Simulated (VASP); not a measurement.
Method: PBEsol GGA, VASP's PBE PAW potentials (set 64) (plane waves; VASP).

VASP ran on this input.

**POSCAR**
```
CoSi
3.3201130
  1.0000000061   0.0000000000   0.0000000000
 -0.5000000030   0.8660257193   0.0000000000
  0.0000000000   0.0000000000   0.7624914454
Co Si
1 1
direct
  0.0000000000   0.0000000000   0.0000000000
  0.6666670000   0.3333330000   0.5000000000
```

### INCAR
```
SYSTEM  =  CoSi
PREC  =  Accurate; ENCUT  =  400; LREAL  =  .FALSE.
LASPH  =  .TRUE.
EDIFF  =  1E-7; NELM  =  100; ALGO  =  Normal
LMAXMIX  =  4
ISMEAR  =  -5
GGA  =  PS
ISIF  =  2
LWAVE  =  .FALSE.; LCHARG  =  .TRUE.; LORBIT  =  11
NEDOS  =  601
```

File KPOINTS:
```
Automatic mesh
0
gamma
14 14 16
0 0 0
```

POTCAR, in this order: Co Si (PBE.64 set). Program: vasp_std.

The resulting files:

OUTCAR:
```
 ion  position               nearest neighbor table
   1  0.000  0.000  0.000-   2 2.30   2 2.30   2 2.30   2 2.30   2 2.30   2 2.30
   2  0.667  0.333  0.500-   1 2.30   1 2.30   1 2.30   1 2.30   1 2.30   1 2.30
  LATTYP: Found a hexagonal cell.
 ALAT       =     3.3201130203
 C/A-ratio  =     0.7624914408
 Subroutine PRICEL returns:
 Original cell was already a primitive cell.
 Subroutine GETGRP returns: Found 12 space group operations
The static configuration has the point symmetry D_3h.
The dynamic configuration has the point symmetry D_3h.
 Subroutine INISYM returns: Found 12 space group operations
 Subroutine IBZKPT returns following result:
 Found    216 irreducible k-points:

 Following reciprocal coordinates:
            Coordinates               Weight
  0.000000  0.000000  0.000000      1.000000
  0.071429  0.000000  0.000000      6.000000
  0.142857  0.000000  0.000000      6.000000
  0.214286  0.000000  0.000000      6.000000
  0.285714  0.000000  0.000000      6.000000
  0.357143  0.000000  0.000000      6.000000
  0.428571  0.000000  0.000000      6.000000
  0.500000  0.000000  0.000000      3.000000
  0.071429  0.071429  0.000000      6.000000
  0.142857  0.071429  0.000000     12.000000
  0.214286  0.071429  0.000000     12.000000
  0.285714  0.071429  0.000000     12.000000
  0.357143  0.071429  0.000000     12.000000
  0.428571  0.071429  0.000000     12.000000
  0.142857  0.142857  0.000000      6.000000
  0.214286  0.142857  0.000000     12.000000
  0.285714  0.142857  0.000000     12.000000
  0.357143  0.142857  0.000000     12.000000
  0.428571  0.142857  0.000000      6.000000
  0.214286  0.214286  0.000000      6.000000
  0.285714  0.214286  0.000000     12.000000
  0.357143  0.214286  0.000000     12.000000
  0.285714  0.285714  0.000000      6.000000
  0.357143  0.285714  0.000000      6.000000
  0.000000  0.000000  0.062500      2.000000
  0.071429  0.000000  0.062500     12.000000
  0.142857  0.000000  0.062500     12.000000
  0.214286  0.000000  0.062500     12.000000
  0.285714  0.000000  0.062500     12.000000
  0.357143  0.000000  0.062500     12.000000
  0.428571  0.000000  0.062500     12.000000
  0.500000  0.000000  0.062500      6.000000
  0.071429  0.071429  0.062500     12.000000
  0.142857  0.071429  0.062500     24.000000
  0.214286  0.071429  0.062500     24.000000
  0.285714  0.071429  0.062500     24.000000
  0.357143  0.071429  0.062500     24.000000
  0.428571  0.071429  0.062500     24.000000
  0.142857  0.142857  0.062500     12.000000
  0.214286  0.142857  0.062500     24.000000
   k-points           NKPTS =    216   k-points in BZ     NKDIM =    216   number of bands    NBANDS=     10
   number of dos      NEDOS =    601   number of ions     NIONS =      2
   total plane-waves  NPLWV =  10368
   dimension x,y,z NGX =    24 NGY =   24 NGZ =   18
   dimension x,y,z NGXF=    48 NGYF=   48 NGZF=   36
   ions per type =               1   1
   PREC   = accura    normal or accurate (medium, high low for compatibility)
   ISTART =      0    job   : 0-new  1-cont  2-samecut
   ICHARG =      2    charge: 1-file 2-atom 10-const
   ISPIN  =      1    spin polarized calculation?
   LNONCOLLINEAR =      F non collinear calculations
   LSORBIT =      F    spin-orbit coupling
   INIWAV =      1    electr: 0-lowe 1-rand  2-diag
   ENCUT  =  400.0 eV  29.40 Ry    5.42 a.u.   5.41  5.41  4.13*2*pi/ulx,y,z
   NELM   =    100;   NELMIN=  2; NELMDL= -5     # of ELM steps
   EDIFF  = 0.1E-06   stopping-criterion for ELM
   LREAL  =      F    real-space projection
   NLSPLINE    = F    spline interpolate recip. space projectors
...
```

**OSZICAR**
```
       N       E                     dE             d eps       ncg     rms          rms(c)
DAV:   1     0.388292428643E+02    0.38829E+02   -0.47842E+03  4400   0.106E+03
DAV:   2    -0.144302914153E+02   -0.53260E+02   -0.50419E+02  4342   0.202E+02
DAV:   3    -0.161536493798E+02   -0.17234E+01   -0.17026E+01  5142   0.450E+01
DAV:   4    -0.161893486316E+02   -0.35699E-01   -0.35649E-01  5336   0.629E+00
DAV:   5    -0.161903761039E+02   -0.10275E-02   -0.10279E-02  5256   0.104E+00    0.144E+01
DAV:   6    -0.189751750774E+02   -0.27848E+01   -0.68952E+01  4944   0.138E+02    0.173E+01
DAV:   7    -0.144522437156E+02    0.45229E+01   -0.30833E+01  4948   0.941E+01    0.291E+00
DAV:   8    -0.144602812411E+02   -0.80375E-02   -0.53754E-01  4672   0.617E+00    0.130E+00
DAV:   9    -0.144424789982E+02    0.17802E-01   -0.56755E-02  5260   0.400E+00    0.340E-01
DAV:  10    -0.144415510615E+02    0.92794E-03   -0.31120E-03  5190   0.636E-01    0.129E-01
DAV:  11    -0.144415294660E+02    0.21596E-04   -0.48192E-04  5710   0.335E-01    0.449E-02
DAV:  12    -0.144415237455E+02    0.57205E-05   -0.39497E-05  5814   0.966E-02    0.127E-02
DAV:  13    -0.144415232963E+02    0.44916E-06   -0.40000E-06  5586   0.191E-02    0.349E-03
DAV:  14    -0.144415236105E+02   -0.31417E-06   -0.71434E-07  4322   0.981E-03    0.240E-03
DAV:  15    -0.144415234149E+02    0.19564E-06   -0.32569E-07  2788   0.779E-03    0.690E-04
DAV:  16    -0.144415234106E+02    0.42272E-08   -0.29841E-08  2412   0.170E-03
   1 F= -.14441523E+02 E0= -.14441523E+02  d E =0.000000E+00
```

### OUTCAR
```
------------------------ aborting loop because EDIFF is reached ----------------------------------------
  FORCE on cell =-STRESS in cart. coord.  units (eV):
  Direction    XX          YY          ZZ          XY          YZ          ZX
  --------------------------------------------------------------------------------------
  Total       -0.0019854     -0.0019854      0.0095212     -0.0000000     -0.0000000      0.0000000
  in kB       -0.1316213     -0.1316214      0.6312129     -0.0000000     -0.0000000      0.0000000
  external PRESSURE =       0.1226567 kB  Pullay stress =       0.0000000 kB
  volume of cell :       24.17
      direct lattice vectors                 reciprocal lattice vectors
     3.320113020  0.000000000  0.000000000     0.301194566  0.173894701  0.000000000
    -1.660056510  2.875303249  0.000000000     0.000000000  0.347789403  0.000000000
     0.000000000  0.000000000  2.531557760     0.000000000  0.000000000  0.395013701
 POSITION                                       TOTAL-FORCE (eV/Angst)
 -----------------------------------------------------------------------------------
      0.00000      0.00000      0.00000        -0.000000      0.000000      0.000000
      1.66006      0.95843      1.26578         0.000000     -0.000000      0.000000
 -----------------------------------------------------------------------------------
    total drift:                                0.000058     -0.000058     -0.000000
  FREE ENERGIE OF THE ION-ELECTRON SYSTEM (eV)
  ---------------------------------------------------
  free  energy   TOTEN  =       -14.4415234106 eV

  energy  without entropy=      -14.4415234106  energy(sigma->0) =      -14.44152341

 total charge

# of ion       s       p       d       tot
------------------------------------------
    1        0.511   0.585   7.563   8.660
    2        0.751   0.907   0.000   1.659
--------------------------------------------------
tot          1.262   1.493   7.563  10.318
```
(Selected blocks of OUTCAR.)

For a metal the tetrahedron method with Blöchl corrections gives inexact stress and forces.

The structure was generated: CoSi was put into the WC type (P-6m2), which need not be its known phase. It was relaxed first. The run is not spin-polarised, so no magnetic state was tried. The electron count is odd and the run is not spin-polarised, which forces a metal.
